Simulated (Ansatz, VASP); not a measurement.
# Y: VASP beside Ansatz, part 2 of 2

Wanted: the spread between two codes on one cell, functional and k mesh. The structure shown comes from an earlier Ansatz run, which isn't shown and may have moved the atoms alone.

VASP 6.6.1 and Ansatz 0.2.0.

So far: The structure; Ansatz: elastic constants, PBEsol.

### Step 3. VASP: elastic constants, PBEsol

Level of this step: PBEsol; plane waves and PAW (Y_sv) (VASP).

The same cell, functional, mesh and smearing now go to VASP, with its own data sets.

Lines of VASP's logs that name or quote its potential files are left out, and so is its time.

INCAR

```
SYSTEM = Y
PREC = Accurate
ENCUT = 500
EDIFF = 1E-08
NELM = 120
ISMEAR = 1
SIGMA = 0.25
LREAL = .FALSE.
ALGO = Normal
GGA = PS
NBANDS = 17
LASPH = .TRUE.
LORBIT = 11
LWAVE = .FALSE.
LCHARG = .FALSE.
ISIF = 3
IBRION = 6
NFREE = 2
POTIM = 0.015
NSW = 1
GGA_COMPAT = .FALSE.
KPAR = 2
```

POSCAR

```
Y
1.0
    3.5988648751      0.0000000000      0.0000000000
   -1.7994324375      3.1167084066      0.0000000000
    0.0000000000      0.0000000000      5.5809425796
Y
2
Direct
    0.3333333333      0.6666666667      0.2500000000
    0.6666666667      0.3333333333      0.7500000000
```

KPOINTS

```
Automatic mesh
0
Gamma
12 12 6
0 0 0
```

PAW data sets: Y_sv (PBE family, release 64).

Command:

```
mpirun -np 2 vasp_std
```

Numbers of over 12 decimals in the logs are rounded to 6 here.

Output:

```text
[banner, memory and clock lines left out]
running    2 mpi-ranks, on    1 nodes
 distrk:  each k-point on    1 cores,    2 groups
 distr:  one band on    1 cores,    1 groups

 POSCAR found type information on POSCAR Y
 POSCAR found :  1 types and       2 ions
|                                                                             |
|               ----> ADVICE to this user running VASP <----                  |
|                                                                             |
|     You enforced a specific xc type in the INCAR file but a different       |
|     [... a line on the potential file left out ...]
|     I HOPE YOU KNOW WHAT YOU ARE DOING!                                     |
|                                                                             |

 LDA part: xc-table for (Slater+PW92), standard interpolation
 POSCAR, INCAR and KPOINTS ok, starting setup
 FFT: planning ... GRIDC
 FFT: planning ... GRID_SOFT
 FFT: planning ... GRID
 WAVECAR not read
 entering main loop
       N       E                     dE             d eps       ncg     rms          rms(c)
DAV:   1     0.850427366869E+02    0.85043E+02   -0.11232E+04  2584   0.120E+03
DAV:   2    -0.701393676231E+01   -0.92057E+02   -0.90693E+02  3263   0.263E+02
DAV:   3    -0.138941507043E+02   -0.68802E+01   -0.68029E+01  4513   0.439E+01
DAV:   4    -0.140732826363E+02   -0.17913E+00   -0.17900E+00  3175   0.728E+00
DAV:   5    -0.140774840006E+02   -0.42014E-02   -0.42007E-02  3777   0.853E-01    0.342E+01
DAV:   6    -0.137156015454E+02    0.36188E+00   -0.45178E-01  2811   0.428E+00    0.211E+01
DAV:   7    -0.136545188809E+02    0.61083E-01   -0.88077E-01  3469   0.545E+00    0.181E+00
DAV:   8    -0.136415331465E+02    0.12986E-01   -0.15218E-01  3226   0.238E+00    0.742E-01
DAV:   9    -0.136410975719E+02    0.43557E-03   -0.46768E-03  3669   0.440E-01    0.303E-01
DAV:  10    -0.136411349133E+02   -0.37341E-04   -0.10782E-03  3055   0.295E-01    0.144E-01
DAV:  11    -0.136411260947E+02    0.88186E-05   -0.60084E-05  3974   0.638E-02    0.398E-02
DAV:  12    -0.136411229808E+02    0.31139E-05   -0.12189E-05  3161   0.297E-02    0.253E-02
DAV:  13    -0.136411237451E+02   -0.76428E-06   -0.36270E-06  2896   0.183E-02    0.194E-03
DAV:  14    -0.136411238734E+02   -0.12833E-06   -0.20635E-07  4293   0.230E-03    0.104E-03
DAV:  15    -0.136411237688E+02    0.10460E-06   -0.22643E-08  2611   0.142E-03    0.125E-03
DAV:  16    -0.136411237967E+02   -0.27882E-07   -0.25496E-09  1791   0.451E-04    0.188E-04
DAV:  17    -0.136411237873E+02    0.94424E-08   -0.36202E-10  1736   0.153E-04
   1 F= -.13641124E+02 E0= -.13638923E+02  d E =-.660283E-02
[... from here on, the cycles between the ionic steps are left out ...]
   2 F= -.13636803E+02 E0= -.13634882E+02  d E =-.576225E-02
   9 F= -.13639760E+02 E0= -.13637553E+02  d E =-.662122E-02
  10 F= -.13639979E+02 E0= -.13637769E+02  d E =-.663073E-02
  11 F= -.13639979E+02 E0= -.13637768E+02  d E =-.663080E-02
  12 F= -.13639980E+02 E0= -.13637760E+02  d E =-.665752E-02
  13 F= -.13639980E+02 E0= -.13637760E+02  d E =-.665760E-02
  14 F= -.13640987E+02 E0= -.13638786E+02  d E =-.660074E-02
  15 F= -.13640987E+02 E0= -.13638786E+02  d E =-.660074E-02
  16 F= -.13640689E+02 E0= -.13638489E+02  d E =-.660043E-02
 Finite differences progress:
  Degree of freedom:   8/  8
  Displacement:        1/  2
  Total:              15/ 16
 bond charge predicted
       N       E                     dE             d eps       ncg     rms          rms(c)
DAV:   1    -0.136368208172E+02    0.38682E-02   -0.14585E+00  3400   0.109E+01    0.578E-01
DAV:   2    -0.136407849311E+02   -0.39641E-02   -0.54807E-02  3794   0.157E+00    0.188E-01
DAV:   3    -0.136407200398E+02    0.64891E-04   -0.84003E-04  4841   0.220E-01    0.679E-02
DAV:   4    -0.136406922762E+02    0.27764E-04   -0.93083E-05  4394   0.577E-02    0.274E-02
DAV:   5    -0.136406896112E+02    0.26650E-05   -0.13331E-05  4775   0.195E-02    0.665E-03
DAV:   6    -0.136406890518E+02    0.55941E-06   -0.17187E-06  3839   0.141E-02    0.137E-03
DAV:   7    -0.136406890261E+02    0.25690E-07   -0.28615E-07  4817   0.410E-03    0.937E-04
DAV:   8    -0.136406890295E+02   -0.34570E-08   -0.54010E-08  3693   0.272E-03
  17 F= -.13640689E+02 E0= -.13638489E+02  d E =-.660041E-02
 Finite differences progress:
  Degree of freedom:   8/  8
  Displacement:        2/  2
  Total:              16/ 16
```

OUTCAR, selected parts (step 3):

```text
ion  position               nearest neighbor table
   1  0.333  0.667  0.250-   2 3.48   2 3.48   2 3.48   2 3.48   2 3.48   2 3.48
   2  0.667  0.333  0.750-   1 3.48   1 3.48   1 3.48   1 3.48   1 3.48   1 3.48

  LATTYP: Found a hexagonal cell.
 ALAT       =     3.5988648751
 C/A-ratio  =     1.5507507987

 Subroutine GETGRP returns: Found 24 space group operations
 (whereof 12 operations were pure point group operations)

The static configuration has the point symmetry D_3d.
 The point group associated with its full space group is D_6h.

 Found     76 irreducible k-points:

   k-points           NKPTS =     76   k-points in BZ     NKDIM =     76   number of bands    NBANDS=     17

   dimension x,y,z NGX =    28 NGY =   28 NGZ =   42
   dimension x,y,z NGXF=    56 NGYF=   56 NGZF=   84

   ENCUT  =  500.0 eV  36.75 Ry    6.06 a.u.   6.56  6.56 10.18*2*pi/ulx,y,z

   NELECT =      22.0000    total number of electrons

 k-points in reciprocal lattice and weights: Automatic mesh
   0.00000000  0.00000000  0.00000000       0.001
   0.08333333 -0.00000000  0.00000000       0.007
   0.16666667  0.00000000  0.00000000       0.007
   0.25000000  0.00000000  0.00000000       0.007
   0.33333333  0.00000000  0.00000000       0.007
   0.41666667 -0.00000000  0.00000000       0.007
   0.50000000  0.00000000  0.00000000       0.003
   0.08333333  0.08333333  0.00000000       0.007
   0.16666667  0.08333333  0.00000000       0.014
[...]
0.33333333  0.25000000  0.50000000       0.014
   0.33333333  0.33333333  0.50000000       0.002

 average (electrostatic) potential at core
       1 -37.1965       2 -37.1965

 E-fermi :   3.1186

 k-point     1 :       0.0000    0.0000    0.0000
  band No.  band energies     occupation
    ...
      6     -19.0588      2.00000
      7     -19.0588      2.00000
      8     -19.0107      2.00000
      9      -1.6567      2.00000
     10       1.1885      2.00000
     11       4.2524     -0.00000
     12       4.8788     -0.00000
     13       4.8788     -0.00000
     14       5.3046     -0.00000
     15       5.5444     -0.00000
    ...

 k-point     2 :       0.0833   -0.0000    0.0000
  band No.  band energies     occupation
    ...
      6     -19.0893      2.00000
      7     -19.0622      2.00000
      8     -19.0180      2.00000
      9      -1.5016      2.00000
     10       1.3322      2.00000
     11       4.0692     -0.00000
     12       4.5120     -0.00000
     13       5.0231     -0.00000
     14       5.3717     -0.00000
     15       5.5777     -0.00000
    ...

 k-point     3 :       0.1667    0.0000    0.0000
  band No.  band energies     occupation
    ...
      6     -19.1703      2.00000
      7     -19.0723      2.00000
      8     -19.0397      2.00000
      9      -1.0585      2.00000
     10       1.7124      2.00000
     11       3.6183     -0.01605
     12       3.9400     -0.00003
     13       4.9976     -0.00000
     14       5.3910     -0.00000
     15       5.4419     -0.00000
    ...

  Total       -0.0512724     -0.0512724     -0.0473346     -0.0000000     -0.0000000      0.0000000
  in kB       -1.3122760     -1.3122760     -1.2114911     -0.0000000     -0.0000000      0.0000000
  external PRESSURE =      -1.2786810 kB  Pullay stress =       0.0000000 kB

  energy-cutoff  :      500.00
  volume of cell :       62.60
      direct lattice vectors                 reciprocal lattice vectors
     3.598864875  0.000000000  0.000000000     0.277865392  0.160425659  0.000000000
    -1.799432437  3.116708407  0.000000000     0.000000000  0.320851318  0.000000000
     0.000000000  0.000000000  5.580942580     0.000000000  0.000000000  0.179181202

 POSITION                                       TOTAL-FORCE (eV/Angst)
 -----------------------------------------------------------------------------------
     -0.00000      2.07781      1.38024        -0.000000      0.000000      0.057877
      1.79943      1.03890      4.18571         0.000000      0.000000     -0.057877
 -----------------------------------------------------------------------------------
    total drift:                               -0.000000      0.000000     -0.001011

  FREE ENERGIE OF THE ION-ELECTRON SYSTEM (eV)
  ---------------------------------------------------
  free  energy   TOTEN  =       -13.6406890295 eV

  energy  without entropy=      -13.6340886205  energy(sigma->0) =      -13.63848889

  SYMMETRIZED ELASTIC MODULI (kBar)
 Direction    XX          YY          ZZ          XY          YZ          ZX
 --------------------------------------------------------------------------------
 XX         821.2540    201.3542    237.6921      0.0000      0.0000     -0.0000
 YY         201.3542    821.2540    237.6921      0.0000     -0.0000      0.0000
 ZZ         237.6921    237.6921    810.6252      0.0000      0.0000     -0.0000
 XY           0.0000      0.0000      0.0000    309.9499      0.0000      0.0000
 YZ           0.0000     -0.0000      0.0000      0.0000    260.5457      0.0000
 ZX           0.0000      0.0000      0.0000     -0.0000      0.0000    260.5457
 --------------------------------------------------------------------------------

 Eigenvectors and eigenvalues of the dynamical matrix
 ----------------------------------------------------

   1 f  =    4.606571 THz    28.943937 2PiTHz  153.658657 cm-1    19.051237 meV
             X         Y         Z           dx          dy          dz
     -0.000000  2.077806  1.395236    -0.000000    0.000000   -0.707107
      1.799432  1.038903  4.185707     0.000000    0.000000    0.707107

   2 f  =    2.590533 THz    16.276796 2PiTHz   86.410865 cm-1    10.713577 meV
             X         Y         Z           dx          dy          dz
     -0.000000  2.077806  1.395236     0.598821    0.376050   -0.000000
      1.799432  1.038903  4.185707    -0.598821   -0.376050    0.000000

   3 f  =    2.590533 THz    16.276796 2PiTHz   86.410865 cm-1    10.713577 meV
             X         Y         Z           dx          dy          dz
     -0.000000  2.077806  1.395236    -0.376050    0.598821    0.000000
      1.799432  1.038903  4.185707     0.376050   -0.598821    0.000000

   4 f  =    0.000000 THz     0.000000 2PiTHz    0.000001 cm-1     0.000000 meV
             X         Y         Z           dx          dy          dz
     -0.000000  2.077806  1.395236     0.183347   -0.682923    0.000000
      1.799432  1.038903  4.185707     0.183347   -0.682923    0.000000

   5 f  =    0.000000 THz     0.000000 2PiTHz    0.000000 cm-1     0.000000 meV
             X         Y         Z           dx          dy          dz
     -0.000000  2.077806  1.395236     0.000000   -0.000000    0.707107
      1.799432  1.038903  4.185707    -0.000000    0.000000    0.707107

   6 f/i=    0.000000 THz     0.000000 2PiTHz    0.000001 cm-1     0.000000 meV
             X         Y         Z           dx          dy          dz
     -0.000000  2.077806  1.395236     0.682923    0.183347    0.000000
      1.799432  1.038903  4.185707     0.682923    0.183347    0.000000

 ELASTIC MODULI CONTR FROM IONIC RELAXATION (kBar)
 Direction    XX          YY          ZZ          XY          YZ          ZX
 --------------------------------------------------------------------------------
 XX         -39.0105     39.0105      0.0000     -0.0000      0.0000      0.0000
 YY          39.0105    -39.0105     -0.0000     -0.0000      0.0000     -0.0000
 ZZ           0.0000     -0.0000     -0.0000     -0.0000      0.0000     -0.0000
 XY          -0.0000     -0.0000     -0.0000    -39.0105      0.0000      0.0000
 YZ           0.0000      0.0000      0.0000      0.0000      0.0000      0.0000
 ZX           0.0000     -0.0000     -0.0000      0.0000      0.0000     -0.0000
 --------------------------------------------------------------------------------

 TOTAL ELASTIC MODULI (kBar)
 Direction    XX          YY          ZZ          XY          YZ          ZX
 --------------------------------------------------------------------------------
 XX         782.2435    240.3647    237.6921      0.0000      0.0000     -0.0000
 YY         240.3647    782.2435    237.6921      0.0000     -0.0000      0.0000
 ZZ         237.6921    237.6921    810.6252      0.0000      0.0000     -0.0000
 XY           0.0000      0.0000      0.0000    270.9394      0.0000      0.0000
 YZ           0.0000     -0.0000      0.0000      0.0000    260.5457      0.0000
 ZX           0.0000     -0.0000      0.0000     -0.0000      0.0000    260.5457
 --------------------------------------------------------------------------------

 total charge
# of ion       s       p       d       f       tot
--------------------------------------------------
    1        2.290   6.233   0.963   0.008   9.494
    2        2.290   6.233   0.963   0.008   9.494
--------------------------------------------------
tot          4.580  12.465   1.927   0.015  18.987

[... 3 further parts left out ...]
```

CONTCAR:

```
Y
   1.00000000000000
     3.5988648750999999    0.0000000000000000    0.0000000000000000
    -1.7994324374999999    3.1167084065999999    0.0000000000000000
     0.0000000000000000    0.0000000000000000    5.5809425796000003
  Y
     2
Direct
     0.3333333332999970    0.6666666667000029    0.2473122819692090
     0.6666666667000030    0.3333333332999970    0.7500000000000000
```

The last energy, forces, stress and levels in OUTCAR belong to the last displaced cell, not to the cell of POSCAR. The PAW data sets were made with PBE, which is usual practice but a small mismatch for other functionals.

Levels, forces or a CONTCAR printed for this step are those of its last displaced cell, not of the structure at rest.

### Step 4. Comparison

Known differences besides the potentials themselves: the cutoff is 420 eV in Ansatz and 500 eV in VASP; Ansatz makes its cores anew for this functional, VASP keeps those of its PBE data sets; VASP takes each elastic constant from one size of strain, Ansatz from those that its log lists. Total energies have different zeros and are not compared.

Compared:

| quantity | Ansatz | VASP | difference |
| --- | --- | --- | --- |
| C11 (GPa) | 78.6 | 78.2 | +0.48 % |
| C22 (GPa) | 78.6 | 78.2 | +0.48 % |
| C33 (GPa) | 81.3 | 81.1 | +0.29 % |
| C12 (GPa) | 24.5 | 24.0 | +2.06 % |
| C13 (GPa) | 24.1 | 23.8 | +1.24 % |
| C23 (GPa) | 24.1 | 23.8 | +1.24 % |
| C44 (GPa) | 25.9 | 26.1 | -0.46 % |
| C55 (GPa) | 25.9 | 26.1 | -0.46 % |
| C66 (GPa) | 27.0 | 27.1 | -0.22 % |

### Step 5. Summary of results

- difference in C12 (elastic constants, PBEsol): 2.1 %

In words: The difference in C12 is 2.1 % (elastic constants, PBEsol), within the 5 % picked in this series as the mark of a large difference. Such differences can come from data sets, numerical settings and the points named under the comparisons, not from the functional's error against experiment.

[Lines on the potential files, build, host, timing and source positions are cut from VASP's logs without a mark.]

[Logs are printed without paths, hosts, clocks, repeated set-up lines and the standing remarks that a program may print on its own settings, such as how far it seeks lower states.]

[Hosts, paths, dates, database ids (printed as entryN), source tags and the programs' standing remarks are cut or masked in the printed files.]
